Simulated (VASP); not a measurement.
Here is the system:

```xyz
2
Lattice="0.0000 2.2452 2.2452 2.2452 0.0000 2.2452 2.2452 2.2452 0.0000" Properties=species:S:1:pos:R:3 pbc="T T T"
Hf     0.0000     0.0000     0.0000
N      2.2452     2.2452     2.2452
```

Calculation: PBEsol GGA, VASP's PBE PAW potentials (set 64) (plane waves; VASP). Numerical set-up: 650 eV cut-off, 13×13×13 Γ-centred mesh, first-order Methfessel-Paxton smearing of 0.10 eV, potentials Hf_pv N.

Finite-difference elastic constants of metals are sensitive to mesh and smearing; shear constants can be off by tens of GPa.

Task: Give the elastic stiffness tensor with the ions relaxed (GPa, in the frame of the cell).

Result: 
```
     xx   yy   zz   yz   xz   xy
--  ---  ---  ---  ---  ---  ---
xx  656  112  112  0.0  0.0  0.0
yy  112  656  112  0.0  0.0  0.0
zz  112  112  656  0.0  0.0  0.0
yz  0.0  0.0  0.0  130  0.0  0.0
xz  0.0  0.0  0.0  0.0  130  0.0
xy  0.0  0.0  0.0  0.0  0.0  130
```

Task: Predict the Hill bulk modulus, Hill shear modulus, Young's modulus, Poisson's ratio.

Result: 
```yaml
hill_bulk_modulus: 293 GPa
hill_shear_modulus: 176 GPa
Young's modulus: 439 GPa
Poisson's ratio: 0.250
```

The structure comes from a measured HfN entry (Fm-3m) of the Crystallography Open Database, whose conditions weren't checked. It was relaxed first. The electron count is odd and the run is not spin-polarised, which forces a metal.
